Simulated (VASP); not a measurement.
VASP input:

File KPOINTS:
```
Regular mesh
0
G
  14 14 14
```

**INCAR**
```
SIGMA = 0.1   ! width (eV)
IBRION = 2
ISMEAR = 1   ! Methfessel-Paxton
ENCUT = 620   ! plane-wave cut-off (eV)
LCHARG = .FALSE.
ALGO = Normal   ! blocked Davidson
NELM = 100   ! most electronic steps
GGA = PE   ! PBE
PREC = Accurate
LREAL = .FALSE.
SYSTEM = HfN
LWAVE = .FALSE.
EDIFFG = -0.02   ! ionic stop
LASPH = .TRUE.
LMAXMIX = 6   ! l cut-off of mixed one-centre charges
NSW = 40   ! most ionic steps
ISIF = 3
EDIFF = 1E-6   ! SCF stop (eV)
```

POSCAR:
```
HfN
1
    0.0000000000     2.2671672367     2.2671672367
    2.2671672367     0.0000000000     2.2671672367
    2.2671672367     2.2671672367     0.0000000000
Hf N
1 1
Direct
  0.0000000000   0.0000000000   0.0000000000
  0.5000000000   0.5000000000   0.5000000000
```

POTCAR, in this order: Hf_pv N (PBE.64 set). Program: vasp_std.

Problem. Write an equivalent input for Quantum ESPRESSO's pw.x.

Solution. One equivalent input (not run):
```
&CONTROL
  calculation = 'vc-relax'
  pseudo_dir = './pseudo'
  outdir = './out'
  tprnfor = .true.
  tstress = .true.
  nstep = 40
  forc_conv_thr = 0.00078
/
&SYSTEM
  ibrav = 0
  nat = 2
  ntyp = 2
  ecutwfc = 84
  occupations = 'smearing'
  smearing = 'methfessel-paxton'
  degauss = 0.00735
  input_dft = 'pbe'
/
&ELECTRONS
  conv_thr = 7.3e-08
  electron_maxstep = 100
/
&IONS
/
&CELL
/
ATOMIC_SPECIES
  Hf 178.490 Hf.upf
  N 14.007 N.upf
CELL_PARAMETERS angstrom
     0.0000000    2.2671672    2.2671672
     2.2671672    0.0000000    2.2671672
     2.2671672    2.2671672    0.0000000
ATOMIC_POSITIONS crystal
  Hf   0.0000000  0.0000000  0.0000000
  N    0.5000000  0.5000000  0.5000000
K_POINTS automatic
  14 14 14 0 0 0
```
The two are equivalent in intent, not identical: the potentials are each code's own (VASP's PAW set, PseudoDojo norm-conserving files in pw.x), so ENCUT and ecutwfc are chosen apart and not converted; conv_thr bounds pw.x's estimated SCF error, while EDIFF bounds the energy change between steps; forc_conv_thr acts on force components and is met together with etot_conv_thr.

The compound is HfN in the rock salt structure. It was relaxed first.
